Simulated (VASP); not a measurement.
Consider the following.

```xyz
8
Lattice="-2.7138 2.7138 5.4285 2.7138 -2.7138 5.4285 2.7138 2.7138 -5.4285" Properties=species:S:1:pos:R:3 pbc="T T T"
Zn     0.0000     2.7138     2.7143
Cu     0.0000     0.0000     0.0000
Cu     2.7138     0.0000     2.7143
Sn     0.0000     0.0000     5.4285
S      1.3148     1.2773     1.4005
S      1.2773     4.1128    -1.4005
S      1.3990     1.4365     6.8290
S      1.4365    -1.3990     4.0281
```

The numbers are results of PBE GGA, VASP's PBE PAW potentials (set 64) (plane waves; VASP), not measurements. Numerical set-up: 300 eV cut-off, 4×4×4 Γ-centred mesh, Fermi-Dirac smearing of 0.10 eV, potentials Zn Cu Sn_d S.

At this cut-off the stress carries a Pulay error, which pulls relaxed volumes low. Unless said otherwise, spin-orbit coupling is left out, though it shifts the bands of the heavy elements here.

Task: Estimate the energy per atom (σ→0), pressure, largest force, band gap (on the k-mesh) with the smallest direct gap where there is one.

Result: 
```json
{
  "band gap (on the k-mesh)": "none (metal, semimetal or under 0.01 eV)",
  "energy per atom (σ→0)": "-4.069 eV/atom",
  "pressure": "1.17 GPa",
  "largest_force": "0.116 eV/Å"
}
```

Only differences to runs with the same potentials and settings are physical.

The structure comes from a computed database's ZnCu2SnS4 entry, a phase known from measurement. The cell was not relaxed at this level. The k-mesh is coarse (spacing up to 0.41 per Å, 2π included), so the numbers may not be converged in it.
